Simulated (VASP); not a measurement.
Data:

```xyz
1
Lattice="0.0000 2.0405 2.0405 2.0405 0.0000 2.0405 2.0405 2.0405 0.0000" Properties=species:S:1:pos:R:3 pbc="T T T"
Au     0.0000     0.0000     0.0000
```

The numbers are results of PBEsol GGA, VASP's PBE PAW potentials (set 64) (plane waves; VASP), not measurements. Numerical set-up: PREC = Normal, EDIFF = 1E-5, 400 eV cut-off, 17×17×17 Γ-centred mesh, first-order Methfessel-Paxton smearing of 0.10 eV, potentials Au.

Unless said otherwise, spin-orbit coupling is left out, though it shifts the bands of the heavy elements here.

Question: Predict the energy per atom (σ→0), band gap (on the k-mesh) with the smallest direct gap where there is one.

Answer: 
```json
{
 "band gap (on the k-mesh)": "none (metal, semimetal or under 0.01 eV)",
 "energy per atom (σ→0)": "-378.5 kJ/mol-atom"
}
```

The absolute energy has meaning only against runs of the same code, potentials and settings.

The compound is Au in the fcc structure. It was relaxed first.
